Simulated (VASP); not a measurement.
Calculation: PBE GGA, VASP's PBE PAW potentials (set 64) (plane waves; VASP).

VASP input:

File POSCAR:
```
SbPt
1
    2.5527390000    -6.7457040000     0.0000000000
    2.5527390000     6.7457040000     0.0000000000
    0.0000000000     0.0000000000     5.0307350000
Sb Pt
2 2
Direct
  0.5640000000   0.4360000000   0.2500000000
  0.4360000000   0.5640000000   0.7500000000
  0.8547500000   0.1452500000   0.2500000000
  0.1452500000   0.8547500000   0.7500000000
```

File KPOINTS:
```
Automatic mesh
0
Gamma
3 3 3
0 0 0
```

### INCAR
```
! general
SYSTEM  = SbPt
PREC    = Accurate
ENCUT   = 300
LREAL   = F
LASPH   = T

! electronic loop
EDIFF   = 1E-6
NELM    = 100
ALGO    = Normal
LMAXMIX = 6

! smearing
ISMEAR  = -1
SIGMA   = 0.1

! functional
GGA     = PE

! ions
ISIF    = 2

! output
LWAVE   = F
LCHARG  = F
```

POTCAR, in this order: Sb Pt (PBE.64 set). Program: vasp_std.

Output of the run:

### OSZICAR
```
       N       E                     dE             d eps       ncg     rms          rms(c)
DAV:   1     0.116835286886E+03    0.11684E+03   -0.81950E+03   304   0.817E+02
DAV:   2    -0.259033224193E+01   -0.11943E+03   -0.11416E+03   401   0.160E+02
DAV:   3    -0.125898797599E+02   -0.99995E+01   -0.86755E+01   413   0.456E+01
DAV:   4    -0.129695900096E+02   -0.37971E+00   -0.37402E+00   401   0.900E+00
DAV:   5    -0.129765574027E+02   -0.69674E-02   -0.69618E-02   352   0.129E+00    0.310E+00
DAV:   6    -0.129390103016E+02    0.37547E-01   -0.22410E+00   396   0.789E+00    0.466E+00
DAV:   7    -0.126119650651E+02    0.32705E+00   -0.12757E+00   353   0.619E+00    0.964E-01
DAV:   8    -0.126013567391E+02    0.10608E-01   -0.76093E-02   354   0.148E+00    0.438E-01
DAV:   9    -0.126033743413E+02   -0.20176E-02   -0.73838E-03   357   0.454E-01    0.150E-01
DAV:  10    -0.126038283980E+02   -0.45406E-03   -0.55028E-04   412   0.136E-01    0.793E-02
DAV:  11    -0.126039144576E+02   -0.86060E-04   -0.11043E-04   355   0.633E-02    0.188E-02
DAV:  12    -0.126039180337E+02   -0.35760E-05   -0.95432E-06   339   0.182E-02    0.302E-03
DAV:  13    -0.126039194900E+02   -0.14563E-05   -0.20567E-06   274   0.781E-03    0.252E-03
DAV:  14    -0.126039197728E+02   -0.28282E-06   -0.22769E-07   170   0.254E-03
   1 F= -.12603920E+02 E0= -.12506768E+02  d E =-.194305E+00
```

File OUTCAR:
```
------------------------ aborting loop because EDIFF is reached ----------------------------------------
  FORCE on cell =-STRESS in cart. coord.  units (eV):
  Direction    XX          YY          ZZ          XY          YZ          ZX
  --------------------------------------------------------------------------------------
  Total      -11.3497435    -10.4606712    -10.3974165      0.0000000      0.0000000      0.0000000
  in kB     -104.9546047    -96.7330774    -96.1481413      0.0000000      0.0000000      0.0000000
  external PRESSURE =     -99.2786078 kB  Pullay stress =       0.0000000 kB
  volume of cell :      173.26
      direct lattice vectors                 reciprocal lattice vectors
     2.552739000 -6.745704000  0.000000000     0.195868046 -0.074121248  0.000000000
     2.552739000  6.745704000  0.000000000     0.195868046  0.074121248  0.000000000
     0.000000000  0.000000000  5.030735000     0.000000000  0.000000000  0.198778111
 POSITION                                       TOTAL-FORCE (eV/Angst)
 -----------------------------------------------------------------------------------
      2.55274     -0.86345      1.25768         0.000000     -0.162992     -0.000000
      2.55274      0.86345      3.77305         0.000000      0.162992     -0.000000
      2.55274     -4.78608      1.25768         0.000000     -0.708847      0.000000
      2.55274      4.78608      3.77305         0.000000      0.708847      0.000000
 -----------------------------------------------------------------------------------
    total drift:                               -0.000000     -0.000000     -0.000000
  FREE ENERGIE OF THE ION-ELECTRON SYSTEM (eV)
  ---------------------------------------------------
  free  energy   TOTEN  =       -12.6039197728 eV

  energy  without entropy=      -12.4096152369  energy(sigma->0) =      -12.50676750
```
(Selected blocks of OUTCAR.)

At this cut-off the stress carries a Pulay error, which pulls relaxed volumes low.

The structure was generated: SbPt was put into an ordered model structure, which need not be its known phase. The cell was not relaxed at this level. The k-mesh is coarse (spacing up to 0.44 per Å, 2π included), so the numbers may not be converged in it.
